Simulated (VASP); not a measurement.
Data:

```yaml
crystal:
  lattice:
    - [0.00000, 2.17764, 2.17764]
    - [2.17764, 0.00000, 2.17764]
    - [2.17764, 2.17764, 0.00000]
  atoms:
    - { symbol: Nb, position: [0.00000, 0.00000, 0.00000] }
    - { symbol: N, position: [0.50000, 0.50000, 0.50000] }
```

Calculation: LDA (Ceperley-Alder, Perdew-Zunger), VASP's LDA PAW potentials (set 64) (plane waves; VASP 6.6.1). Run with 520 eV cut-off, 14×14×14 Γ-centred mesh, first-order Methfessel-Paxton smearing of 0.10 eV, potentials Nb_sv N.

Q: The job: NbN (rock salt), 2 atoms, LDA, static run, 520 eV, 14×14×14 Γ-centred mesh. Roughly how much core time does it take on a busy server core?

A: About 20 core-seconds (one run on a shared machine, a rough figure). It had 104 irreducible k-points, 13 bands, up to 568 plane waves and 14 electronic steps.

The compound is NbN in the rock salt structure, the cubic δ form, which competes with hexagonal ones. It was relaxed first. VASP warned that the highest band is occupied, so more bands are needed.
